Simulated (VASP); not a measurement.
A convergence study with VASP on Rh (fcc): a few settings are varied, all else stays as given below, so the limit is that of these other settings.

```
Rh
1.0
    0.00000     1.90000     1.90000
    1.90000     0.00000     1.90000
    1.90000     1.90000     0.00000
Rh
1
Direct
  0.00000   0.00000   0.00000
```

Calculation: PBE GGA, VASP's PBE PAW potentials (set 64) (plane waves; VASP 6.6.1). The last row used: 550 eV cut-off, 24×24×24 Γ-centred mesh, second-order Methfessel-Paxton smearing of 0.40 eV, potentials Rh_pv.

| setting | E (eV/atom) | pressure (GPa) | irreducible k-points |
|---|---|---|---|
| ISMEAR = -1, SIGMA = 0.01, 9×9×9 mesh | -7.2432 | 6.38 | 35 |
| ISMEAR = -1, SIGMA = 0.1, 9×9×9 mesh | -7.2429 | 6.85 | 35 |
| ISMEAR = 0, SIGMA = 0.01, 9×9×9 mesh | -7.2430 | 6.38 | 35 |
| ISMEAR = 0, SIGMA = 0.1, 9×9×9 mesh | -7.2440 | 6.46 | 35 |
| ISMEAR = 1, SIGMA = 0.01, 9×9×9 mesh | -7.2430 | 6.37 | 35 |
| ISMEAR = 1, SIGMA = 0.2, 9×9×9 mesh | -7.2450 | 6.36 | 35 |
| ISMEAR = 2, SIGMA = 0.05, 9×9×9 mesh | -7.2432 | 6.38 | 35 |
| ISMEAR = 2, SIGMA = 0.2, 9×9×9 mesh | -7.2443 | 6.41 | 35 |
| ISMEAR = -1, SIGMA = 0.01, 18×18×18 mesh | -7.2514 | 6.29 | 195 |
| ISMEAR = -1, SIGMA = 0.2, 18×18×18 mesh | -7.2505 | 8.15 | 195 |
| ISMEAR = 0, SIGMA = 0.01, 18×18×18 mesh | -7.2514 | 6.27 | 195 |
| ISMEAR = 0, SIGMA = 0.2, 18×18×18 mesh | -7.2518 | 6.56 | 195 |
| ISMEAR = 1, SIGMA = 0.01, 18×18×18 mesh | -7.2514 | 6.26 | 195 |
| ISMEAR = 1, SIGMA = 0.4, 18×18×18 mesh | -7.2512 | 6.25 | 195 |
| ISMEAR = 2, SIGMA = 0.05, 18×18×18 mesh | -7.2515 | 6.29 | 195 |
| ISMEAR = 2, SIGMA = 0.4, 18×18×18 mesh | … | … | 195 |
| ISMEAR = -1, SIGMA = 0.05, 24×24×24 mesh | -7.2523 | 6.38 | 413 |
| ISMEAR = -1, SIGMA = 0.2, 24×24×24 mesh | -7.2505 | 8.15 | 413 |
| ISMEAR = 0, SIGMA = 0.05, 24×24×24 mesh | -7.2527 | 6.27 | 413 |
| ISMEAR = 0, SIGMA = 0.2, 24×24×24 mesh | -7.2517 | 6.55 | 413 |
| ISMEAR = 1, SIGMA = 0.05, 24×24×24 mesh | -7.2527 | 6.26 | 413 |
| ISMEAR = 1, SIGMA = 0.4, 24×24×24 mesh | -7.2512 | 6.25 | 413 |
| ISMEAR = 2, SIGMA = 0.1, 24×24×24 mesh | … | 6.25 | 413 |
| ISMEAR = 2, SIGMA = 0.4, 24×24×24 mesh | -7.2519 | 6.21 | 413 |

Question: Complete the blanks.

Answer: 
- ISMEAR = 2, SIGMA = 0.4, 18×18×18 mesh, E (eV/atom): -7.2522
- ISMEAR = 2, SIGMA = 0.4, 18×18×18 mesh, pressure (GPa): 6.19
- ISMEAR = 2, SIGMA = 0.1, 24×24×24 mesh, E (eV/atom): -7.2528

Left out are rungs that failed or repeat a setting and relaxations that didn't move; long series are thinned to 24 rows.

The compound is Rh in the fcc structure. The cell was not relaxed at this level.
